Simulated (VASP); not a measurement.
A VASP calculation is set up with these files.

### POSCAR
```
Rb
2.8188290
 -1.0000000580   1.0000000580   1.0000000580
  1.0000000580  -1.0000000580   1.0000000580
  1.0000000580   1.0000000580  -1.0000000580
Rb
1
Cartesian
  0.0000000000   0.0000000000   0.0000000000
```

INCAR:
```
SYSTEM=Rb
PREC=Accurate; ENCUT=520; LREAL=.False.
LASPH=.True.
EDIFF=1E-7; NELM=100; ALGO=Normal
LMAXMIX=4
ISMEAR=1; SIGMA=0.1
GGA=CX; LUSE_VDW=.True.; AGGAC=0.0
ISIF=2
LWAVE=.False.; LCHARG=.False.
```

### KPOINTS
```
Automatic mesh
0
Gamma
9 9 9
0 0 0
```

POTCAR, in this order: Rb_sv (PBE.64 set). Program: vasp_std.

Task: Write an equivalent input for Quantum ESPRESSO's pw.x.

Result: One equivalent input (not run):
```
&CONTROL
  calculation = 'scf'
  pseudo_dir = './pseudo'
  outdir = './out'
  tprnfor = .true.
  tstress = .true.
/
&SYSTEM
  ibrav = 0
  nat = 1
  ntyp = 1
  ecutwfc = 46.3
  occupations = 'smearing'
  smearing = 'methfessel-paxton'
  degauss = 0.00735
  input_dft = 'vdw-df-cx'
/
&ELECTRONS
  conv_thr = 7.3e-09
  electron_maxstep = 100
/
ATOMIC_SPECIES
  Rb 85.468 Rb.upf
CELL_PARAMETERS angstrom
    -2.8188292    2.8188292    2.8188292
     2.8188292   -2.8188292    2.8188292
     2.8188292    2.8188292   -2.8188292
ATOMIC_POSITIONS crystal
  Rb   0.0000000  0.0000000  0.0000000
K_POINTS automatic
  9 9 9 0 0 0
```
The two are equivalent in intent, not identical: the potentials are each code's own (VASP's PAW set, PseudoDojo norm-conserving files in pw.x), so ENCUT and ecutwfc are chosen apart and not converted; conv_thr bounds pw.x's estimated SCF error, while EDIFF bounds the energy change between steps.

The compound is Rb in the bcc structure. It was relaxed first.
